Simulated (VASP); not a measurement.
Here is a VASP 6.6.1 calculation.

Contents of INCAR:

```
SYSTEM = Cl
PREC = Accurate
ENCUT = 520
EDIFF = 1E-7
ISMEAR = 0
SIGMA = 0.01
LREAL = .FALSE.
LASPH = .TRUE.
NELM = 100
ALGO = Normal
ISIF = 2
LWAVE = .FALSE.
LCHARG = .FALSE.
GGA = PE
IBRION = 2
NSW = 50
EDIFFG = -0.005
```

Contents of KPOINTS:

```
Automatic mesh
0
G
  1 1 1
  0 0 0
```

The input POSCAR:

```
Cl
1.0
   11.0000000000      0.0000000000      0.0000000000
    0.0000000000     11.5000000000      0.0000000000
    0.0000000000      0.0000000000     12.0000000000
Cl
2
Direct
    0.5000000000      0.5000000000      0.4166666667
    0.5000000000      0.5000000000      0.5833333333
```

Potentials or basis: VASP PAW PBE potentials, release 64 (Cl).

The run is started by

```console
$ cat potpaw_PBE.64/Cl/POTCAR > POTCAR
$ mpirun -np 1 vasp_gam > vasp.out
```

Problem. What does it give for the energy gained by relaxing?

Solution. 0.2 meV/atom.

Problem. Estimate the gap between the frontier levels.

Solution. 3.06 eV.

Final structure:
```
CELL_PARAMETERS angstrom
11.00000 0.00000 0.00000
0.00000 11.50000 0.00000
0.00000 0.00000 12.00000
ATOMIC_POSITIONS crystal
Cl 0.50000 0.50000 0.41693
Cl 0.50000 0.50000 0.58307
```
